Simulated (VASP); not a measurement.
Consider the following.

```yaml
crystal:
  lattice:
    - [4.48701, 0.00000, 0.00000]
    - [0.00000, 4.48701, 0.00000]
    - [0.00000, 0.00000, 3.15499]
  atoms:
    - { symbol: Ir, position: [0.00000, 0.00000, 0.00000] }
    - { symbol: Ir, position: [0.50000, 0.50000, 0.50000] }
    - { symbol: O, position: [0.30853, 0.30853, 0.00000] }
    - { symbol: O, position: [0.80853, 0.19147, 0.50000] }
    - { symbol: O, position: [0.19147, 0.80853, 0.50000] }
    - { symbol: O, position: [0.69147, 0.69147, 0.00000] }
```

Computed with AM05 GGA, VASP's PBE PAW potentials (set 64) (plane waves; VASP). Settings: 520 eV cut-off, Gaussian smearing of 0.050 eV, potentials Ir O.

Task: Give the energies of bands 11 to 24 at the high-symmetry points, in eV from the Fermi level.

Result: 
```csv
band,Γ,X,M,Z,R,A
11,-4.98,-6.27,-5.30,-5.82,-5.55,-5.79
12,-4.98,-6.27,-5.30,-5.82,-5.55,-5.79
13,-3.65,-5.31,-4.41,-5.61,-5.20,-4.40
14,-2.95,-5.31,-4.41,-5.61,-5.20,-4.40
15,-2.95,-3.18,-3.63,-4.06,-3.40,-3.29
16,-2.65,-3.18,-3.63,-4.06,-3.40,-3.29
17,-2.48,-1.66,-2.55,-1.93,-2.83,-1.83
18,-2.48,-1.66,-2.55,-1.93,-2.83,-1.83
19,-2.40,-1.32,-2.44,-0.70,-1.80,-1.25
20,-2.32,-1.32,-2.44,-0.70,-1.80,-1.25
21,-2.24,-0.30,0.21,0.28,0.55,-0.49
22,0.75,-0.30,0.21,0.28,0.55,-0.49
23,1.27,3.57,2.53,2.29,1.14,2.24
24,4.18,3.58,2.53,2.29,1.14,2.24
```

It has no gap at this level: it comes out as a metal or semimetal.

The compound is IrO2 in the rutile structure. It was relaxed first.
